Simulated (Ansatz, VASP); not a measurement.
# NbW (Nb-W-W-Nb stack, (111) layers): VASP beside Ansatz, part 2 of 3

Wanted: the spread between two codes on one cell, functional and k mesh. The cell is taken from a series of runs on this material, whose earlier steps may have relaxed, scaled, displaced or heated it; both programs get it as it stands.

VASP 6.6.1 and Ansatz 0.2.0.

So far: The structure; VASP: zone-centre phonons, PBEsol.

## Step 2: VASP: zone-centre phonons, PBEsol (continued)

Level of this step: PBEsol; plane waves and PAW (Nb_sv, W) (VASP).

Parts of OUTCAR (step 2):

```text
ion  position               nearest neighbor table
   1  0.000  0.000  0.135-   3 2.96   3 2.96   3 2.96
   2  0.000  0.000  0.327-   4 2.96   4 2.96   4 2.96
   3  0.333  0.667  0.200-   4 2.91   4 2.91   4 2.91   1 2.96   1 2.96   1 2.96
   4  0.667  0.333  0.263-   3 2.91   3 2.91   3 2.91   2 2.96   2 2.96   2 2.96

  LATTYP: Found a hexagonal cell.
 ALAT       =     2.7563252399
 C/A-ratio  =    14.0421087023

 Subroutine GETGRP returns: Found 12 space group operations
 (whereof  6 operations were pure point group operations)

The static configuration has the point symmetry C_3v.
 The point group associated with its full space group is D_3d.

 Found      7 irreducible k-points:

   k-points           NKPTS =      7   k-points in BZ     NKDIM =      7   number of bands    NBANDS=     25

   dimension x,y,z NGX =    24 NGY =   24 NGZ =  320
   dimension x,y,z NGXF=    48 NGYF=   48 NGZF=  640

   ENCUT  =  600.0 eV  44.10 Ry    6.64 a.u.   5.51  5.51 77.30*2*pi/ulx,y,z

   NELECT =      38.0000    total number of electrons

 k-points in reciprocal lattice and weights: Automatic mesh
   0.00000000  0.00000000  0.00000000       0.028
   0.16666667  0.00000000  0.00000000       0.167
   0.33333333  0.00000000  0.00000000       0.167
   0.50000000 -0.00000000  0.00000000       0.083
   0.16666667  0.16666667  0.00000000       0.167
   0.33333333  0.16666667  0.00000000       0.333
   0.33333333  0.33333333  0.00000000       0.056

 average (electrostatic) potential at core
       1 -88.9893       2 -88.9893       3 -46.0842       4 -46.0842

  Total       -0.9876429     -0.9876429     -1.0636441      0.0000000      0.0000000     -0.0000000
  in kB       -6.2137844     -6.2137844     -6.6919482      0.0000000      0.0000000     -0.0000000
  external PRESSURE =      -6.3731723 kB  Pullay stress =       0.0000000 kB

  energy-cutoff  :      600.00
  volume of cell :      254.66
      direct lattice vectors                 reciprocal lattice vectors
     2.756325240  0.000000000  0.000000000     0.362801888  0.209463768  0.000000000
    -1.378162620  2.387047679  0.000000000     0.000000000  0.418927535  0.000000000
     0.000000000  0.000000000 38.704618638     0.000000000  0.000000000  0.025836710

 POSITION                                       TOTAL-FORCE (eV/Angst)
 -----------------------------------------------------------------------------------
      0.00000      0.00000      5.22837        -0.000000      0.000000      0.054918
      0.00000      0.00000     12.66753         0.000000      0.000000     -0.054918
     -0.00000      1.59137      7.72978         0.000000      0.000000      0.259707
      1.37816      0.79568     10.16612         0.000000      0.000000     -0.259707
 -----------------------------------------------------------------------------------
    total drift:                                0.000000      0.000000      0.000001

 Eigenvectors and eigenvalues of the dynamical matrix
 ----------------------------------------------------

   1 f  =    6.212423 THz    39.033804 2PiTHz  207.224122 cm-1    25.692505 meV
             X         Y         Z           dx          dy          dz
      0.000000  0.000000  5.228367    -0.000000   -0.000000    0.367583
      0.000000  0.000000 12.667533    -0.000000   -0.000000   -0.367583
     -0.000000  1.591365  7.729778     0.000000   -0.000000   -0.604055
      1.378163  0.795683 10.166122    -0.000000   -0.000000    0.604055

   2 f  =    5.361937 THz    33.690044 2PiTHz  178.854967 cm-1    22.175180 meV
             X         Y         Z           dx          dy          dz
      0.000000  0.000000  5.228367     0.000000   -0.000000    0.576388
      0.000000  0.000000 12.667533     0.000000    0.000000    0.576388
     -0.000000  1.591365  7.729778     0.000000    0.000000   -0.409606
      1.378163  0.795683 10.166122     0.000000    0.000000   -0.409606

   3 f  =    3.245374 THz    20.391287 2PiTHz  108.254027 cm-1    13.421783 meV
             X         Y         Z           dx          dy          dz
      0.000000  0.000000  5.228367     0.000000   -0.000000   -0.604055
      0.000000  0.000000 12.667533     0.000000    0.000000    0.604055
     -0.000000  1.591365  7.729778     0.000000    0.000000   -0.367583
      1.378163  0.795683 10.166122     0.000000    0.000000    0.367583

   4 f  =    0.009914 THz     0.062289 2PiTHz    0.330683 cm-1     0.040999 meV
             X         Y         Z           dx          dy          dz
      0.000000  0.000000  5.228367    -0.376447    0.173622    0.000000
      0.000000  0.000000 12.667533    -0.376447    0.173622    0.000000
     -0.000000  1.591365  7.729778    -0.520178    0.239913    0.000000
      1.378163  0.795683 10.166122    -0.520178    0.239913    0.000000

   5 f  =    0.009914 THz     0.062289 2PiTHz    0.330683 cm-1     0.040999 meV
             X         Y         Z           dx          dy          dz
      0.000000  0.000000  5.228367    -0.173622   -0.376447   -0.000000
      0.000000  0.000000 12.667533    -0.173622   -0.376447   -0.000000
     -0.000000  1.591365  7.729778    -0.239913   -0.520178   -0.000000
      1.378163  0.795683 10.166122    -0.239913   -0.520178   -0.000000

   6 f/i=    0.000864 THz     0.005426 2PiTHz    0.028805 cm-1     0.003571 meV
             X         Y         Z           dx          dy          dz
      0.000000  0.000000  5.228367    -0.000000    0.000000   -0.409606
      0.000000  0.000000 12.667533    -0.000000    0.000000   -0.409606
     -0.000000  1.591365  7.729778    -0.000000    0.000000   -0.576388
      1.378163  0.795683 10.166122    -0.000000    0.000000   -0.576388

   7 f/i=    0.918614 THz     5.771820 2PiTHz   30.641656 cm-1     3.799079 meV
             X         Y         Z           dx          dy          dz
      0.000000  0.000000  5.228367     0.011031    0.025004    0.000000
      0.000000  0.000000 12.667533    -0.011031   -0.025004    0.000000
     -0.000000  1.591365  7.729778     0.285205    0.646461    0.000000
      1.378163  0.795683 10.166122    -0.285205   -0.646461    0.000000

   8 f/i=    0.918614 THz     5.771820 2PiTHz   30.641656 cm-1     3.799079 meV
             X         Y         Z           dx          dy          dz
      0.000000  0.000000  5.228367    -0.025004    0.011031    0.000000
      0.000000  0.000000 12.667533     0.025004   -0.011031    0.000000
     -0.000000  1.591365  7.729778    -0.646461    0.285205    0.000000
      1.378163  0.795683 10.166122     0.646461   -0.285205    0.000000

   9 f/i=    1.172689 THz     7.368222 2PiTHz   39.116691 cm-1     4.849849 meV
             X         Y         Z           dx          dy          dz
      0.000000  0.000000  5.228367    -0.231220   -0.524100   -0.000000
      0.000000  0.000000 12.667533    -0.231220   -0.524100   -0.000000
     -0.000000  1.591365  7.729778     0.167331    0.379285   -0.000000
      1.378163  0.795683 10.166122     0.167331    0.379285   -0.000000

  10 f/i=    1.172689 THz     7.368222 2PiTHz   39.116691 cm-1     4.849849 meV
             X         Y         Z           dx          dy          dz
      0.000000  0.000000  5.228367     0.524100   -0.231220   -0.000000
      0.000000  0.000000 12.667533     0.524100   -0.231220   -0.000000
     -0.000000  1.591365  7.729778    -0.379285    0.167331   -0.000000
      1.378163  0.795683 10.166122    -0.379285    0.167331   -0.000000

  11 f/i=    1.551620 THz     9.749117 2PiTHz   51.756479 cm-1     6.416983 meV
             X         Y         Z           dx          dy          dz
      0.000000  0.000000  5.228367     0.285205    0.646461   -0.000000
      0.000000  0.000000 12.667533    -0.285205   -0.646461   -0.000000
     -0.000000  1.591365  7.729778    -0.011031   -0.025004   -0.000000
      1.378163  0.795683 10.166122     0.011031    0.025004   -0.000000

  12 f/i=    1.551620 THz     9.749117 2PiTHz   51.756479 cm-1     6.416983 meV
             X         Y         Z           dx          dy          dz
      0.000000  0.000000  5.228367    -0.646461    0.285205    0.000000
      0.000000  0.000000 12.667533     0.646461   -0.285205    0.000000
     -0.000000  1.591365  7.729778     0.025004   -0.011031   -0.000000
      1.378163  0.795683 10.166122    -0.025004    0.011031   -0.000000

 ELASTIC MODULI CONTR FROM IONIC RELAXATION (kBar)
 Direction    XX          YY          ZZ          XY          YZ          ZX
 --------------------------------------------------------------------------------
 XX         -94.1749    -94.1749   -288.6449      0.0000      0.0000      0.0000
 YY         -94.1749    -94.1749   -288.6449      0.0000      0.0000      0.0000
 ZZ        -288.6449   -288.6449   -884.8926      0.0000      0.0000      0.0000
 XY           0.0000      0.0000      0.0000     -0.0000     -0.0000     -0.0000
 YZ           0.0000      0.0000      0.0000     -0.0000     -0.0000     -0.0000
 ZX           0.0000      0.0000      0.0000     -0.0000     -0.0000     -0.0000
 --------------------------------------------------------------------------------
```

(Part 2 of 3 ends here.)

[Lines on the potential files, build, host, timing and source positions are cut from VASP's logs without a mark.]

[Logs are printed without paths, hosts, clocks, repeated set-up lines and the standing remarks that a program may print on its own settings, such as how far it seeks lower states.]

[Hosts, paths, dates, database ids (printed as entryN), source tags and the programs' standing remarks are cut or masked in the printed files.]
